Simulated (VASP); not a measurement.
```
CELL_PARAMETERS angstrom
      0.00000     2.47352     2.47352
      2.47352     0.00000     2.47352
      2.47352     2.47352     0.00000
ATOMIC_POSITIONS crystal
  Zr 0.00000 0.00000 0.00000
  O  0.25000 0.25000 0.25000
```

Method: PBEsol GGA, VASP's PBE PAW potentials (set 64) (plane waves; VASP). Run with 520 eV cut-off, Gaussian smearing of 0.050 eV, potentials Zr_sv O.

Give the energies of bands 6 to 12 at the high-symmetry points, in eV from the Fermi level.

```tsv
band	Γ	X	U	L	W
6	-7.39	-8.02	-7.53	-6.95	-7.17
7	-7.39	-6.00	-6.27	-6.90	-6.79
8	-7.39	-6.00	-6.22	-6.90	-5.98
9	-2.10	-1.45	-1.56	-0.07	-1.52
10	1.21	0.37	0.48	1.40	-0.15
11	1.21	2.69	1.60	1.40	2.16
12	4.13	3.42	3.91	3.32	3.36
```

It has no gap at this level: it comes out as a metal or semimetal.

The structure was generated: ZrO was put into the zinc blende type (F-43m), which need not be its known phase. It was relaxed first, which changed the volume by -30 %.
